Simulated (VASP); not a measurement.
# HgO (relaxed from the litharge structure, space group P4/nmm): computed properties

Calculation: PBEsol GGA, VASP's PBE PAW potentials (set 64) (plane waves; VASP).

| Property | Result |
|---|---|
| space group | P4/nmm (129) |
| cell | a = b = 4.3673 Å, c = 3.2411 Å, α = β = γ = 90.00° |
| volume per atom | 15.45 Å³/atom |
| band gap (over mesh and band path) | none (metal, semimetal or under 0.01 eV) |
| density | 11.64 g/cm³ |

```xyz
4
Lattice="4.3673 0.0000 0.0000 0.0000 4.3673 0.0000 0.0000 0.0000 3.2411" Properties=species:S:1:pos:R:3 pbc="T T T"
Hg     2.1837     0.0000     0.6882
Hg     0.0000     2.1837     2.5528
O      0.0000     0.0000     0.0000
O      2.1837     2.1837     0.0000
```

Without a dispersion term in the relaxation, distances and binding between the weakly bound layers, chains or molecules are unreliable, and so is what depends on them. Unless said otherwise, spin-orbit coupling is left out, though it shifts the bands of the heavy elements here.

The structure was generated: HgO was put into the litharge type (P4/nmm), which need not be its known phase. It was relaxed first, which changed the volume by +5 %. Symmetry was kept, so distortions that lower it aren't found.
